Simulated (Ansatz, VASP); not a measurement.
## HfO2 in two plane-wave programs

Aim: how closely do two programs agree when they are given the same cell, functional and k mesh? The cell is taken from a series of runs on this material, whose earlier steps may have relaxed, scaled, displaced or heated it; both programs get it as it stands.

Main program and level: Ansatz 0.2.0; plane waves, with VASP 6.6.1 beside it; zone-centre phonons at LDA.

### Step 1. Set-up

It takes space group Immm (No. 71, orthorhombic). The conventional cell has a = 3.395 Å, b = 3.629 Å, c = 5.020 Å, α = 90.00°, β = 90.00°, γ = 90.00°. Nearest to O lie 4 Hf at 2.13 to 2.19 Å. Nearest to Hf lie 8 O at 2.13 to 2.19 Å. Farther neighbours and most contacts between anions are not listed.

Structure file:

```cif
data_structure
_symmetry_space_group_name_H-M 'P 1'
_symmetry_Int_Tables_number 1
_cell_length_a 3.5320
_cell_length_b 3.5320
_cell_length_c 3.3953
_cell_angle_alpha 61.273
_cell_angle_beta 61.273
_cell_angle_gamma 61.826
_cell_volume 30.93
loop_
_atom_site_label
_atom_site_type_symbol
_atom_site_fract_x
_atom_site_fract_y
_atom_site_fract_z
_atom_site_occupancy
O1 O 0.25577 0.25577 0.24423 1
O2 O 0.74423 0.74423 0.75577 1
Hf3 Hf 0.00000 0.00000 0.00000 1
```

### Step 2. Ansatz: zone-centre phonons, LDA, pair 1

Ansatz runs on its PAW soft_1 files.

Second derivatives magnify differences that forces hide, and they need a tight electronic threshold.

input.yaml

```yaml
crystal:
  lattice:
    - [-0.0826437383, 2.4834753375, 2.5101259301]
    - [2.4834753375, -0.0826437383, 2.5101259301]
    - [2.4008315992, 2.4008315992, 0.0]
  atoms:
    - { symbol: O, position: [0.2557704338, 0.2557704338, 0.2442295662] }
    - { symbol: O, position: [0.7442295662, 0.7442295662, 0.7557704338] }
    - { symbol: Hf, position: [0.0, 0.0, 0.0] }
kpoints:
  mp_grid: { grid: [8, 8, 8] }
hamiltonian:
  xc: lda
  pseudopotentials: { kind: paw, azcp: { folder: soft_1 }, xc_functional: pbe }
scf:
  occupations: { method: fixed }
output:
  eigenvalues: true
phonons:
  method: dfpt
```

On the command line:

```bash
> ansatz run input.yaml --threads 8 --pin off --max-ram 20480MiB --backend cpu --events-out ev --progress --plain --runs-dir out
```

Numbers of over 12 decimals in the logs are rounded to 6 here.

The log of the run:

```text
zone centre: on kpoints.mp_grid the ground state, and the responses unless they are solved on pairs of k-points, stand on 150 of the mesh's 512 k-points, reduced under 2 symmetry operations, with k and −k counted as one. Each operation leaves every solved displacement unchanged or reverses it
Engine: ansatz 0.2.0, aarch64-unknown-linux-gnu
Pseudopotentials: kind: paw
Pseudopotential: O, paw, valence charge 6, recommended cutoff 420 eV (normal), soft_1/O.paw.azcp
Pseudopotential: Hf, paw, valence charge 26, recommended cutoff 420 eV (normal), soft_1/Hf.paw.azcp
Functional definition: SPW92
  exchange = slater_x
  correlation = pw_c
Crystal: 3 atoms, lattice volume = 30.929 Å³
Basis set: ecut = 420 eV, 587 PW (Γ), exchange–correlation on 48×48×48 points (8 copies of the dense FFT grid, shifted against one another)
Bands: 23, of which v1, the nominal top of the filled ones, is band 19 counted from 1 (18 counted from 0)
Symmetry: 8 space group operations
k-points: 150 of 512 (irreducible under 2 space group operations, time reversal used)
Non-local potential: O, projectors of the file, l = 0: 2, l = 1: 2, l = 2: 1
Non-local potential: Hf, projectors of the file, l = 0: 3, l = 1: 2, l = 2: 2, l = 3: 3
PAW form: soft (Blöchl's): semilocal exchange-correlation on the pseudo side does not see the compensation charge
PAW frozen core: O, regenerated for the run's functional, and the local potential with it (the file was generated under x = pbe(κ = 0.804, μ = 0.219515), c = pbe(β = 0.066725))
PAW frozen core: Hf, regenerated for the run's functional, and the local potential with it (the file was generated under x = pbe(κ = 0.804, μ = 0.219515), c = pbe(β = 0.066725))
PAW one-centre angular grid: O, 110 points (default); XC on 64 Gauss nodes
PAW one-centre angular grid: Hf, 590 points (default); XC on 64 Gauss nodes
Initial density: superposition of atomic densities (chi_scale 0.1, normalization cell, long waves kept (reshape's long-wave potential 0.00 eV rms))
Initial wavefunctions: pseudopotential atomic-orbital guess
Functional: x = slater, c = lda
SCF iter   1: F=—  HF=-16594.284972 eV  |F-HF|=—  |Δ(HF+E_count)|=         —  Δρ=9.11e-2  dr2=1.98e0  ethr=3.10e-3  ⟨swp⟩=4.1  Hψ=11481  notcnv=0  defer=282
preconditioner: auto → none  [insulator: Δε(μ)=3.003 eV  Ē_g=19.458 eV  n_scr=14 (ndim 8)  ℏωp=40.1 eV  f_vac=0.000  ε∞_Penn≈5.2]
SCF iter   2: F=—  HF=-16593.681601 eV  |F-HF|=—  |Δ(HF+E_count)|=   6.03e-1  Δρ=3.64e-2  dr2=3.44e-1  ethr=3.10e-3  ⟨swp⟩=2.2  Hψ=8113  notcnv=0  defer=264
SCF iter   3: F=—  HF=-16593.600094 eV  |F-HF|=—  |Δ(HF+E_count)|=   8.15e-2  Δρ=2.59e-2  dr2=1.14e-1  ethr=9.06e-4  ⟨swp⟩=2.0  Hψ=6000  notcnv=0  defer=300
SCF iter   4: F=—  HF=-16593.576812 eV  |F-HF|=—  |Δ(HF+E_count)|=   2.33e-2  Δρ=5.58e-3  dr2=4.63e-3  ethr=3.00e-4  ⟨swp⟩=2.6  Hψ=6800  notcnv=0  defer=300
SCF iter   5: F=—  HF=-16593.579035 eV  |F-HF|=—  |Δ(HF+E_count)|=   2.22e-3  Δρ=2.63e-3  dr2=7.07e-4  ethr=1.22e-5  ⟨swp⟩=2.0  Hψ=6938  notcnv=0  defer=300
SCF iter   6: F=—  HF=-16593.579354 eV  |F-HF|=—  |Δ(HF+E_count)|=   3.19e-4  Δρ=2.41e-4  dr2=5.77e-6  ethr=1.86e-6  ⟨swp⟩=2.0  Hψ=5699  notcnv=0  defer=300
SCF iter   7: F=—  HF=-16593.579359 eV  |F-HF|=—  |Δ(HF+E_count)|=   4.97e-6  Δρ=1.81e-5  dr2=6.46e-8  ethr=1.52e-8  ⟨swp⟩=2.1  Hψ=5876  notcnv=0  defer=2
SCF iter   8: F=—  HF=-16593.579356 eV  |F-HF|=—  |Δ(HF+E_count)|=   3.14e-6  Δρ=4.04e-6  dr2=2.99e-9  ethr=1.70e-10  ⟨swp⟩=2.2  Hψ=6375  notcnv=0
SCF iter   9: F=-16593.579356 eV  HF=-16593.579356 eV  |F-HF|=2.18e-11  |Δ(HF+E_count)|=   1.22e-9  Δρ=5.21e-7  dr2=3.83e-11  ethr=1.00e-12  ⟨swp⟩=7.5  Hψ=26844  notcnv=0
SCF 1 converged in 9 iterations: F = -16593.579356 eV  dr2 = 3.83e-11
  greatest PAW one-centre occupation: 0.999 electrons in one spin orbital (limit 2), on the Hf atom at site 2 (counted from 0), in its partial waves of l = 3
DFPT response loops at Γ: preconditioner auto → none (the input reference at scf.mixing.eps_inf says where Resta's filter doesn't serve); β = 0.50; Broyden in place of MSR1
SCF converged after 9 iterations
Free energy (F): -16593.579356 eV
Harris-Foulkes:  -16593.579356 eV  (|F-HF|=2.18e-11)
Internal energy: -16593.579356 eV  (E = F + TS)
E sigma→0 (E₀):  -16593.579356 eV
Fermi energy:    15.471040 eV
--- Per-component energies (eV) ---
  E_band       = 33.855538
  E_kinetic    = 745.054962
  E_local      = -6840.132965  (includes V_loc(G=0)·N_el)
  E_nonlocal   = 187.642541
  E_hartree    = 3269.949472
  E_xc         = -406.201329
  E_vxc        = -437.424214  (∫ρ·V_xc dr)
  E_paw        = -7761.619207  (= ΣΔE_a)
  E_vpaw       = -161.185507  (= ΣTr[D̂ρ^β])
  E_aug_tail   = 0.001714  (compensation charges beyond the density's cutoff)
  E_ewald      = -5790.925474
  E_core_change = 2.650931  (= ΣΔE_core)
  E_smearing   = -0.000000  (= −TS)
  E_closure    = 0.000000  (closes the sum)
  Σ components = -16593.579356   (vs F -16593.579356, Δ=0.00e0)
--- Band table (eV; the first three rows and the last of 150) ---
  k-point 0: bands = [... 15 lower, 9.8188, 14.7081, 14.7654, 14.9171, 19.1331, 19.3343, 21.4770, 26.2494]
  k-point 1: bands = [... 15 lower, 10.2776, 14.2618, 14.4032, 14.5478, 19.5393, 19.6339, 22.0923, 25.8365]
  k-point 2: bands = [... 15 lower, 11.3687, 13.3107, 13.8902, 13.8941, 20.0130, 20.1960, 22.6634, 25.3820]
  k-point 149: bands = [... 15 lower, 12.0811, 13.4772, 14.0919, 15.3753, 19.1284, 21.0518, 22.3444, 23.4698]
--- Phonons (Γ-DFPT): 4 representative perturbations + reference, on 150 of 512 k-points (Σ response iterations 14) ---
  k mesh reduced under 2 symmetry operations, with k and −k counted as one. Each operation leaves every solved displacement unchanged or reverses it
  ASR residual: 2.121e-4 → 0.000e0 eV/Å²; symmetrization residual: 5.482e-7 eV/Å²
  ASR residual per site (eV/Å²): 2.12e-4 2.12e-4 1.92e-4
  Γ frequencies (cm⁻¹): 0.00 0.00 0.00 221.24 264.73 290.60 599.67 604.67 616.06
  non-analytic LO–TO correction: not included (Born effective charges unavailable; polar crystals: no LO–TO splitting at Γ)
```

(Part 1 of 3 ends here.)

[Lines on the potential files, build, host, timing and source positions are cut from VASP's logs without a mark.]

[Logs are printed without paths, hosts, clocks, repeated set-up lines and the standing remarks that a program may print on its own settings, such as how far it seeks lower states.]

[Hosts, paths, dates, database ids (printed as entryN), source tags and the programs' standing remarks are cut or masked in the printed files.]
